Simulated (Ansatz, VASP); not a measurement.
## ZnH90C45S9N2O33F4: VASP beside Ansatz

Wanted: the spread between two codes on one cell, functional and k mesh. The cell is taken from a series of runs on this material, whose earlier steps may have relaxed, scaled, displaced or heated it; both programs get it as it stands.

Main program and level: Ansatz 0.2.0; plane waves, with VASP 6.6.1 beside it; PBE with D3(BJ).

**1. The starting structure**

The cell holds 184 atoms: 45 C, 33 O, 90 H, 9 S, 2 N, 4 F and 1 Zn. Its edges and angles: a = 12.576 Å, b = 12.576 Å, c = 12.576 Å, α = 90.0°, β = 90.0°, γ = 90.0°.

**2. Ansatz: single point, PBE with D3(BJ)**

Ansatz runs on its default PAW (the set named soft_2) files.

A single point takes one fixed geometry, so differences don't come from the geometry; what else differs is listed under the comparison.

Contents of input.yaml:

```yaml
crystal:
  lattice:
    - [12.57626, 0.0, 0.0]
    - [0.0, 12.57626, 0.0]
    - [0.0, 0.0, 12.57626]
  atoms:
    - { symbol: C, position: [0.60062, 0.05144, 0.69737] }
    - { symbol: C, position: [0.55068, 0.13872, 0.62763] }
    - { symbol: O, position: [0.58677, 0.23929, 0.6732] }
    - { symbol: C, position: [0.53917, 0.32637, 0.62486] }
    - { symbol: O, position: [0.47412, 0.32009, 0.55322] }
    - { symbol: O, position: [0.59229, 0.41241, 0.65675] }
    - { symbol: C, position: [0.54515, 0.50905, 0.61865] }
    - { symbol: C, position: [0.56647, 0.53088, 0.50351] }
    - { symbol: H, position: [0.55673, 0.02122, 0.7617] }
    - { symbol: H, position: [0.68211, 0.06064, 0.72619] }
    - { symbol: H, position: [0.60105, 0.9742, 0.65516] }
    - { symbol: H, position: [0.46254, 0.13492, 0.63477] }
    - { symbol: H, position: [0.57661, 0.13652, 0.54447] }
    - { symbol: H, position: [0.45765, 0.50735, 0.63401] }
    - { symbol: H, position: [0.5724, 0.57359, 0.66102] }
    - { symbol: H, position: [0.52846, 0.60444, 0.47766] }
    - { symbol: H, position: [0.54773, 0.46328, 0.4512] }
    - { symbol: H, position: [0.65834, 0.54022, 0.49429] }
    - { symbol: C, position: [0.90616, 0.46577, 0.10312] }
    - { symbol: C, position: [0.84171, 0.55688, 0.14558] }
    - { symbol: O, position: [0.85484, 0.65105, 0.0825] }
    - { symbol: C, position: [0.79498, 0.7397, 0.11739] }
    - { symbol: O, position: [0.73759, 0.73697, 0.19708] }
    - { symbol: O, position: [0.79666, 0.81551, 0.03981] }
    - { symbol: C, position: [0.7045, 0.88462, 0.04212] }
    - { symbol: C, position: [0.67627, 0.89488, 0.92504] }
    - { symbol: H, position: [0.86537, 0.42032, 0.04214] }
    - { symbol: H, position: [0.9305, 0.41189, 0.1682] }
    - { symbol: H, position: [0.98137, 0.49885, 0.06626] }
    - { symbol: H, position: [0.86791, 0.58289, 0.22724] }
    - { symbol: H, position: [0.75733, 0.53808, 0.15937] }
    - { symbol: H, position: [0.63926, 0.84344, 0.08946] }
    - { symbol: H, position: [0.73849, 0.95096, 0.08233] }
    - { symbol: H, position: [0.61264, 0.9529, 0.90924] }
    - { symbol: H, position: [0.65399, 0.81537, 0.89559] }
    - { symbol: H, position: [0.74693, 0.91597, 0.88335] }
    - { symbol: C, position: [0.80108, 0.6354, 0.67147] }
    - { symbol: C, position: [0.81569, 0.64925, 0.78855] }
    - { symbol: O, position: [0.76197, 0.57899, 0.8581] }
    - { symbol: C, position: [0.65626, 0.58914, 0.85534] }
    - { symbol: O, position: [0.60565, 0.65915, 0.80972] }
    - { symbol: O, position: [0.61432, 0.51503, 0.92623] }
    - { symbol: C, position: [0.50451, 0.52687, 0.94864] }
    - { symbol: C, position: [0.48834, 0.53665, 0.06711] }
    - { symbol: H, position: [0.72553, 0.67312, 0.64585] }
    - { symbol: H, position: [0.7893, 0.54513, 0.66492] }
    - { symbol: H, position: [0.85595, 0.67256, 0.61344] }
    - { symbol: H, position: [0.78779, 0.73264, 0.80088] }
    - { symbol: H, position: [0.90378, 0.64899, 0.79961] }
    - { symbol: H, position: [0.46476, 0.58857, 0.89843] }
    - { symbol: H, position: [0.47441, 0.44641, 0.92087] }
    - { symbol: H, position: [0.55554, 0.58567, 0.1029] }
    - { symbol: H, position: [0.50697, 0.45727, 0.09789] }
    - { symbol: H, position: [0.40735, 0.55417, 0.09257] }
    - { symbol: C, position: [0.37984, 0.81698, 0.66532] }
    - { symbol: C, position: [0.38576, 0.77622, 0.54932] }
    - { symbol: O, position: [0.30048, 0.80198, 0.48181] }
    - { symbol: C, position: [0.21343, 0.7396, 0.48758] }
    - { symbol: O, position: [0.20797, 0.65468, 0.53522] }
    - { symbol: O, position: [0.14658, 0.77304, 0.41255] }
    - { symbol: C, position: [0.0499, 0.71446, 0.41882] }
    - { symbol: C, position: [0.97997, 0.7702, 0.34471] }
[... 10 lines left out ...]
    - { symbol: C, position: [0.45536, 0.86912, 0.26065] }
    - { symbol: C, position: [0.49317, 0.97988, 0.29425] }
    - { symbol: O, position: [0.44358, 0.00861, 0.39521] }
    - { symbol: C, position: [0.33737, 0.03202, 0.3911] }
    - { symbol: O, position: [0.27669, 0.03083, 0.31097] }
    - { symbol: O, position: [0.30958, 0.06852, 0.48793] }
    - { symbol: C, position: [0.20572, 0.08849, 0.51108] }
    - { symbol: C, position: [0.19166, 0.20865, 0.49522] }
[... 10 lines left out ...]
    - { symbol: O, position: [0.25438, 0.48421, 0.86514] }
    - { symbol: S, position: [0.20616, 0.40156, 0.80365] }
    - { symbol: O, position: [0.26479, 0.30874, 0.76508] }
    - { symbol: C, position: [0.08775, 0.35975, 0.87069] }
    - { symbol: C, position: [2.0e-05, 0.41373, 0.81581] }
    - { symbol: C, position: [0.02964, 0.4147, 0.69718] }
    - { symbol: C, position: [0.14033, 0.46528, 0.70003] }
[... 8 lines left out ...]
    - { symbol: O, position: [0.1181, 0.89225, 0.61943] }
    - { symbol: S, position: [0.02344, 0.9195, 0.68058] }
    - { symbol: O, position: [0.97184, 0.84269, 0.74668] }
    - { symbol: C, position: [0.04325, 0.03558, 0.75709] }
[... 11 lines left out ...]
    - { symbol: O, position: [0.27497, 0.3288, 0.09243] }
    - { symbol: S, position: [0.25148, 0.31803, 0.20473] }
    - { symbol: O, position: [0.21169, 0.21557, 0.23877] }
[... 12 lines left out ...]
    - { symbol: O, position: [0.31452, 0.08746, 0.10187] }
    - { symbol: S, position: [0.40106, 0.08481, 0.02478] }
    - { symbol: O, position: [0.45099, 0.98295, 0.01095] }
    - { symbol: C, position: [0.36495, 0.13427, 0.90127] }
    - { symbol: C, position: [0.42684, 0.23783, 0.90321] }
    - { symbol: C, position: [0.53235, 0.21836, 0.95018] }
    - { symbol: C, position: [0.50282, 0.17886, 0.05713] }
[... 8 lines left out ...]
    - { symbol: O, position: [0.21862, 0.93366, 0.93211] }
    - { symbol: S, position: [0.18191, 0.88959, 0.02959] }
    - { symbol: O, position: [0.17178, 0.94817, 0.12906] }
    - { symbol: C, position: [0.05544, 0.82502, 0.004] }
    - { symbol: C, position: [0.0885, 0.71919, 0.95439] }
    - { symbol: C, position: [0.1747, 0.68321, 0.03127] }
    - { symbol: C, position: [0.25072, 0.77464, 0.04729] }
    - { symbol: H, position: [0.01382, 0.80974, 0.07941] }
    - { symbol: H, position: [0.00678, 0.87468, 0.95567] }
    - { symbol: H, position: [0.13291, 0.72875, 0.88203] }
    - { symbol: H, position: [0.02338, 0.66399, 0.94335] }
    - { symbol: H, position: [0.14549, 0.6591, 0.11234] }
    - { symbol: H, position: [0.21136, 0.60714, 0.00593] }
    - { symbol: H, position: [0.30505, 0.77245, 0.97615] }
    - { symbol: H, position: [0.296, 0.77177, 0.12364] }
    - { symbol: "N", position: [0.90996, 0.1456, 0.18295] }
    - { symbol: S, position: [0.98354, 0.13871, 0.08311] }
    - { symbol: O, position: [0.94527, 0.06712, 0.00204] }
    - { symbol: O, position: [0.09858, 0.14618, 0.09239] }
    - { symbol: F, position: [0.95468, 0.2478, 0.03313] }
    - { symbol: S, position: [0.95145, 0.06331, 0.26597] }
    - { symbol: O, position: [0.06362, 0.06452, 0.28982] }
    - { symbol: O, position: [0.87729, 0.03598, 0.35158] }
    - { symbol: F, position: [0.9511, 0.95303, 0.2032] }
    - { symbol: "N", position: [0.71864, 0.27807, 0.41581] }
    - { symbol: S, position: [0.81889, 0.34504, 0.41477] }
    - { symbol: O, position: [0.81136, 0.45555, 0.39394] }
    - { symbol: O, position: [0.91471, 0.29408, 0.3753] }
    - { symbol: F, position: [0.83616, 0.34146, 0.53931] }
    - { symbol: S, position: [0.65544, 0.27215, 0.30625] }
    - { symbol: O, position: [0.72366, 0.26926, 0.21363] }
    - { symbol: O, position: [0.56582, 0.19904, 0.30489] }
    - { symbol: F, position: [0.59544, 0.38284, 0.28918] }
    - { symbol: Zn, position: [0.20195, 0.07517, 0.19585] }
kpoints:
  mp_grid: { grid: [1, 1, 1] }
hamiltonian:
  xc: pbe
  dispersion: d3bj
scf:
  occupations: { method: fixed }
output:
  forces: true
  stress: true
  populations: true
  dos:
    method: { smearing: { sigma: 0.08 } }
    de: 0.1
    projected: { site_lists: { C: [C], F: [F], H: [H], "N": ["N"], O: [O] } }
  eigenvalues: true
  write_density: true
  write_potential: true
  volumetric_format: npy
```

Started as:

```console
ansatz run input.yaml --threads 8 --pin off --max-ram 15872MiB --backend cpu --events-out ev --progress --plain --runs-dir out
```

Numbers of over 12 decimals in the logs are rounded to 6 here.

Output:

```text
Engine: ansatz 0.2.0, aarch64-unknown-linux-gnu
Pseudopotentials: kind: paw
Pseudopotential: C, paw, valence charge 4, recommended cutoff 420 eV (normal), C.paw.azcp
Pseudopotential: O, paw, valence charge 6, recommended cutoff 420 eV (normal), O.paw.azcp
Pseudopotential: H, paw, valence charge 1, recommended cutoff 420 eV (normal), H.paw.azcp
Pseudopotential: S, paw, valence charge 6, recommended cutoff 420 eV (normal), S.paw.azcp
Pseudopotential: N, paw, valence charge 5, recommended cutoff 420 eV (normal), N.paw.azcp
Pseudopotential: F, paw, valence charge 7, recommended cutoff 420 eV (normal), F.paw.azcp
Pseudopotential: Zn, paw, valence charge 12, recommended cutoff 420 eV (normal), Zn.paw.azcp
Functional definition: PBE
  parameter kappa = 0.804
  parameter beta = 0.066725
  exchange = pbe_x(kappa = kappa, mu = beta*pi^2/3)
  correlation = pbe_c(beta = beta)
Crystal: 184 atoms, lattice volume = 1989.090 Å³
Basis set: ecut = 420 eV, 38911 PW (Γ), exchange–correlation on 180×180×180 points (8 copies of the dense FFT grid, shifted against one another)
Bands: 470, of which v1, the nominal top of the filled ones, is band 286 counted from 1 (285 counted from 0)
Symmetry: 1 space group operations
Space group: P1 (ITA 1), of the structure as read, at distance tolerance 1.3e-4 Å
k-points: 1
Non-local potential: C, projectors of the file, l = 0: 2, l = 1: 2, l = 2: 1
Non-local potential: O, projectors of the file, l = 0: 2, l = 1: 2, l = 2: 1
Non-local potential: H, projectors of the file, l = 0: 2, l = 1: 1
Non-local potential: S, projectors of the file, l = 0: 2, l = 1: 2, l = 2: 2
Non-local potential: N, projectors of the file, l = 0: 2, l = 1: 2, l = 2: 1
Non-local potential: F, projectors of the file, l = 0: 2, l = 1: 2, l = 2: 1
Non-local potential: Zn, projectors of the file, l = 0: 2, l = 1: 2, l = 2: 3, l = 3: 1
PAW form: soft (Blöchl's): semilocal exchange-correlation on the pseudo side does not see the compensation charge
PAW one-centre angular grid: C, 110 points (default); XC on 64 Gauss nodes
PAW one-centre angular grid: O, 110 points (default); XC on 64 Gauss nodes
PAW one-centre angular grid: H, 110 points (default); XC on 64 Gauss nodes
PAW one-centre angular grid: S, 110 points (default); XC on 64 Gauss nodes
PAW one-centre angular grid: N, 110 points (default); XC on 64 Gauss nodes
PAW one-centre angular grid: F, 110 points (default); XC on 64 Gauss nodes
PAW one-centre angular grid: Zn, 590 points (default); XC on 64 Gauss nodes
Initial density: superposition of atomic densities (neutral atoms: chi_scale 0, normalization atom), corrected by the library's trained network
Initial wavefunctions: pseudopotential atomic-orbital guess
Functional: x = pbe(κ = 0.804, μ = 0.219515), c = pbe(β = 0.066725)
SCF iter   1: F=—  HF=-46878.921308 eV  |F-HF|=—  |Δ(HF+E_count)|=         —  Δρ=5.75e-3  dr2=1.02e0  ethr=1.77e-3  ⟨swp⟩=4.0  Hψ=1778  notcnv=0  defer=180
preconditioner: auto → Resta (q_TF=auto, 2.217 Å⁻¹)  ε∞=2.5  [insulator: Δε(μ)=3.990 eV  Ē_g=15.810 eV  n_scr=364 (ndim 8)  ℏωp=19.5 eV  f_vac=0.255  ε∞_Penn≈2.5]
SCF iter   2: F=—  HF=-46878.629229 eV  |F-HF|=—  |Δ(HF+E_count)|=   2.92e-1  Δρ=3.10e-3  dr2=2.23e-1  ethr=1.78e-4  ⟨swp⟩=2.0  Hψ=804  notcnv=0  defer=182
SCF iter   3: F=—  HF=-46878.603472 eV  |F-HF|=—  |Δ(HF+E_count)|=   2.58e-2  Δρ=1.48e-3  dr2=7.31e-2  ethr=3.90e-5  ⟨swp⟩=3.0  Hψ=578  notcnv=0  defer=182
SCF iter   4: F=—  HF=-46878.587148 eV  |F-HF|=—  |Δ(HF+E_count)|=   1.63e-2  Δρ=5.26e-4  dr2=8.51e-3  ethr=1.28e-5  ⟨swp⟩=4.0  Hψ=570  notcnv=0  defer=182
SCF iter   5: F=—  HF=-46878.585432 eV  |F-HF|=—  |Δ(HF+E_count)|=   1.72e-3  Δρ=3.51e-4  dr2=2.41e-3  ethr=1.49e-6  ⟨swp⟩=2.0  Hψ=823  notcnv=0  defer=182
SCF iter   6: F=—  HF=-46878.584950 eV  |F-HF|=—  |Δ(HF+E_count)|=   4.83e-4  Δρ=1.28e-4  dr2=3.17e-4  ethr=4.22e-7  ⟨swp⟩=2.0  Hψ=574  notcnv=0  defer=182
SCF iter   7: F=—  HF=-46878.584933 eV  |F-HF|=—  |Δ(HF+E_count)|=   1.67e-5  Δρ=3.49e-5  dr2=2.65e-5  ethr=5.55e-8  ⟨swp⟩=2.0  Hψ=567  notcnv=0  defer=182
SCF iter   8: F=—  HF=-46878.584975 eV  |F-HF|=—  |Δ(HF+E_count)|=   4.25e-5  Δρ=2.08e-5  dr2=7.31e-6  ethr=4.63e-9  ⟨swp⟩=2.0  Hψ=577  notcnv=0  defer=177
SCF iter   9: F=—  HF=-46878.584974 eV  |F-HF|=—  |Δ(HF+E_count)|=   1.02e-6  Δρ=6.63e-6  dr2=8.23e-7  ethr=1.28e-9  ⟨swp⟩=2.0  Hψ=576  notcnv=0  defer=178
SCF iter  10: F=—  HF=-46878.584974 eV  |F-HF|=—  |Δ(HF+E_count)|=   1.77e-8  Δρ=2.55e-6  dr2=1.39e-7  ethr=1.44e-10  ⟨swp⟩=2.0  Hψ=565  notcnv=0  defer=178
SCF iter  11: F=-46878.584974 eV  HF=-46878.584974 eV  |F-HF|=1.55e-8  |Δ(HF+E_count)|=   1.79e-8  Δρ=1.09e-6  dr2=2.53e-8  ethr=1.75e-11  ⟨swp⟩=22.0  Hψ=4583  notcnv=0
SCF 1 converged in 11 iterations: F = -46878.584974 eV  dr2 = 2.53e-8
  greatest PAW one-centre occupation: 0.991 electrons in one spin orbital (limit 2), on the Zn atom at site 183 (counted from 0), in its partial waves of l = 2
[...]
--- Löwdin populations: 184 sites ---
  site symbol       q [e]
     0      C      4.4747
     1      C      4.0450
     2      O      6.2990
     3      C      3.2994
     4      O      6.4331
     5      O      6.2583
     6      C      4.0705
     7      C      4.4508
     8      H      0.8088
     9      H      0.8079
    10      H      0.8024
    11      H      0.8100
    12      H      0.7885
    13      H      0.8265
    14      H      0.7758
    15      H      0.8149
    16      H      0.8091
    17      H      0.8203
    18      C      4.4362
    19      C      4.0360
    20      O      6.3047
    21      C      3.3221
    22      O      6.4251
    23      O      6.2775
[...]
176      O      6.7326
   177      O      6.7573
   178      F      7.4205
   179      S      3.6133
   180      O      6.7296
   181      O      6.7329
   182      F      7.4124
   183     Zn     10.4090
  spilling = 0.016163 (of n_electrons = 572.000000)
```

The column dr2 measures how far the density is from self-consistency, as an energy; F and HF (Harris–Foulkes) agree once it is small.

**3. VASP: single point, PBE with D3(BJ)**

The same cell, functional and mesh now go to VASP, with its own data sets.

Lines of VASP's logs that name or quote its potential files are left out, and so is its time.

Contents of INCAR:

```
SYSTEM = ZnH90C45S9N2O33F4
PREC = Accurate
ENCUT = 600
EDIFF = 1E-06
NELM = 120
ISMEAR = 0
SIGMA = 0.01
LREAL = Auto
ALGO = Normal
GGA = PE
IVDW = 12
NBANDS = 414
LORBIT = 11
LWAVE = .FALSE.
LCHARG = .FALSE.
ISIF = 2
LASPH = .TRUE.
GGA_COMPAT = .FALSE.
EFERMI = MIDGAP
```

Contents of POSCAR:

```
ZnH90C45S9N2O33F4
1.0
   12.5762600000      0.0000000000      0.0000000000
    0.0000000000     12.5762600000      0.0000000000
    0.0000000000      0.0000000000     12.5762600000
C O H S N F Zn
45 33 90 9 2 4 1
Direct
    0.6006200000      0.0514400000      0.6973700000
    0.5506800000      0.1387200000      0.6276300000
    0.5391700000      0.3263700000      0.6248600000
    0.5451500000      0.5090500000      0.6186500000
    0.5664700000      0.5308800000      0.5035100000
    0.9061600000      0.4657700000      0.1031200000
    0.8417100000      0.5568800000      0.1455800000
    0.7949800000      0.7397000000      0.1173900000
    0.7045000000      0.8846200000      0.0421200000
    0.6762700000      0.8948800000      0.9250400000
    0.8010800000      0.6354000000      0.6714700000
    0.8156900000      0.6492500000      0.7885500000
    0.6562600000      0.5891400000      0.8553400000
    0.5045100000      0.5268700000      0.9486400000
    0.4883400000      0.5366500000      0.0671100000
    0.3798400000      0.8169800000      0.6653200000
    0.3857600000      0.7762200000      0.5493200000
    0.2134300000      0.7396000000      0.4875800000
    0.0499000000      0.7144600000      0.4188200000
    0.9799700000      0.7702000000      0.3447100000
    0.4553600000      0.8691200000      0.2606500000
    0.4931700000      0.9798800000      0.2942500000
    0.3373700000      0.0320200000      0.3911000000
    0.2057200000      0.0884900000      0.5110800000
    0.1916600000      0.2086500000      0.4952200000
    0.0877500000      0.3597500000      0.8706900000
    0.0000200000      0.4137300000      0.8158100000
    0.0296400000      0.4147000000      0.6971800000
    0.1403300000      0.4652800000      0.7000300000
    0.0432500000      0.0355800000      0.7570900000
[... 148 atom lines left out ...]
    0.7186400000      0.2780700000      0.4158100000
    0.9546800000      0.2478000000      0.0331300000
    0.9511000000      0.9530300000      0.2032000000
    0.8361600000      0.3414600000      0.5393100000
    0.5954400000      0.3828400000      0.2891800000
    0.2019500000      0.0751700000      0.1958500000
```

Contents of KPOINTS:

```
Automatic mesh
0
Gamma
1 1 1
0 0 0
```

PAW data sets: C, O, H, S, N, F and Zn (PBE family, release 64).

Started as:

```console
export OMP_NUM_THREADS=3
mpirun -np 1 vasp_gam
```

Output:

```text
[banner, memory and clock lines left out]
running    1 mpi-ranks, on    1 nodes
[...]
Offloading initialized ...    1 GPUs detected
[...]
LDA part: xc-table for (Slater+PW92), standard interpolation
 POSCAR, INCAR and KPOINTS ok, starting setup
[...]
entering main loop
       N       E                     dE             d eps       ncg     rms          rms(c)
DAV:   1     0.528968291157E+04    0.52897E+04   -0.33021E+05   828   0.147E+03
DAV:   2    -0.492985972252E+03   -0.57827E+04   -0.54774E+04  1044   0.338E+02
DAV:   3    -0.111254277351E+04   -0.61956E+03   -0.61294E+03  1002   0.121E+02
DAV:   4    -0.113067869222E+04   -0.18136E+02   -0.18037E+02  1056   0.238E+01
[...]
DAV:  18    -0.102117338251E+04    0.49187E-05   -0.29561E-05  1184   0.131E-02    0.827E-03
DAV:  19    -0.102117338106E+04    0.14515E-05   -0.44543E-06   928   0.543E-03    0.433E-03
DAV:  20    -0.102117338024E+04    0.81461E-06   -0.48134E-07   720   0.449E-03
   1 F= -.10321454E+04 E0= -.10321454E+04  d E =0.000000E+00
```

Parts of OUTCAR (step 3):

```text
  FREE ENERGIE OF THE ION-ELECTRON SYSTEM (eV)
  ---------------------------------------------------
  free  energy   TOTEN  =     -1032.1454375705 eV

  energy  without entropy=    -1032.1454375705  energy(sigma->0) =    -1032.14543757
```

The run ends at a pressure of 2.85 GPa, with forces up to 5.2 eV/Å.

**4. Comparison**

Known differences besides the potentials themselves: fixed occupations in Ansatz, narrow Gaussian smearing in VASP; the cutoff is 420 eV in Ansatz and 600 eV in VASP (PREC = Accurate, projectors in real space). Total energies have different zeros and are not compared.

Compared:

```csv
quantity,Ansatz,VASP,difference
pressure (GPa),3.11,2.85,+0.26
gap on the k mesh (eV),4.482,4.519,-0.036
```

Forces on 10 of the 184 atoms, those with the largest forces and the largest differences (eV/Å; atoms numbered as in POSCAR):

```csv
atom,"Ansatz x, y, z","VASP x, y, z"
C12,"1.692, 3.249, -0.683","1.786, 3.309, -0.730"
C39,"0.647, 2.475, -3.143","0.626, 2.487, -3.149"
O47,"-0.253, 0.144, 0.832","-0.555, 0.115, 0.498"
O53,"0.482, -0.929, 0.344","0.257, -0.623, 0.142"
O59,"3.101, -1.427, 4.169","2.996, -1.449, 4.035"
O60,"2.939, -1.850, -1.158","3.003, -1.829, -1.077"
O66,"-0.169, 1.238, 1.643","-0.028, 1.653, 1.543"
S175,"-1.934, -2.478, 2.878","-1.763, -2.318, 3.013"
S176,"4.313, 0.395, 0.453","4.249, 0.536, 0.213"
N179,"-3.678, -1.513, -0.869","-3.519, -1.359, -0.984"
```

The forces differ by 85 meV/Å r.m.s., which is 8.7 % of the r.m.s. force of 0.986 eV/Å (both taken over all components). A gap on the mesh is an upper bound, since the band edges may lie between its points.

**5. Summary of results**

```yaml
r_m_s_force_difference_single_point_pbe_with_d3_bj: 8.7 % of the r.m.s. force
```

The r.m.s. force difference is 8.7 % of the r.m.s. force (single point, PBE with D3(BJ)), beyond the 3 % picked in this series as the mark of a large difference. What causes the difference of the single point, PBE with D3(BJ) pair stays open here. How closely two codes agree says nothing of how well the functional describes the real material.

[Lines on the potential files, build, host, timing and source positions are cut from VASP's logs without a mark.]

[Logs are printed without paths, hosts, clocks, repeated set-up lines and the standing remarks that a program may print on its own settings, such as how far it seeks lower states.]

[Hosts, paths, dates, database ids (printed as entryN), source tags and the programs' standing remarks are cut or masked in the printed files.]
